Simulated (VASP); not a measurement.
Here is the system:

```yaml
crystal:
  lattice:
    - [4.46635, 0.00000, 0.00000]
    - [0.00000, 4.46635, 0.00000]
    - [0.00000, 0.00000, 4.46635]
  atoms:
    - { symbol: Al, position: [0.00000, 0.00000, 0.00000] }
    - { symbol: Ga, position: [0.50000, 0.50000, 0.00000] }
    - { symbol: Ga, position: [0.00000, 0.50000, 0.50000] }
    - { symbol: Ga, position: [0.50000, 0.00000, 0.50000] }
    - { symbol: N, position: [0.75493, 0.75493, 0.24507] }
    - { symbol: N, position: [0.75493, 0.24507, 0.75493] }
    - { symbol: N, position: [0.24507, 0.24507, 0.24507] }
    - { symbol: N, position: [0.24507, 0.75493, 0.75493] }
```

All values below come from PBEsol GGA, VASP's PBE PAW potentials (set 64) (plane waves; VASP). Numerical set-up: 520 eV cut-off, 6×6×6 Γ-centred mesh, tetrahedra with Blöchl corrections, potentials Al Ga_d N.

The cores are frozen, which limits the accuracy of field gradients.

**Question.** Give the principal components of the electric field gradient (V/Å²) and the asymmetry η at each nucleus.

**Answer.** 
| atom | Vxx | Vyy | Vzz | η |
|---|---|---|---|---|
| Al1 | 0.0 | 0.0 | 0.0 | - |
| Ga2 | -4.3 | -4.3 | 8.6 | 0.00 |
| Ga3 | -4.3 | -4.3 | 8.6 | 0.00 |
| Ga4 | -4.3 | -4.3 | 8.6 | 0.00 |
| N5 | 8.6 | 8.6 | -17.2 | 0.00 |
| N6 | 8.6 | 8.6 | -17.2 | 0.00 |
| N7 | 8.6 | 8.6 | -17.2 | 0.00 |
| N8 | 8.6 | 8.6 | -17.2 | 0.00 |

The structure comes from a computed database's AlGa3N4 entry (P-43m); how it stands against other phases isn't given here. It was relaxed first.
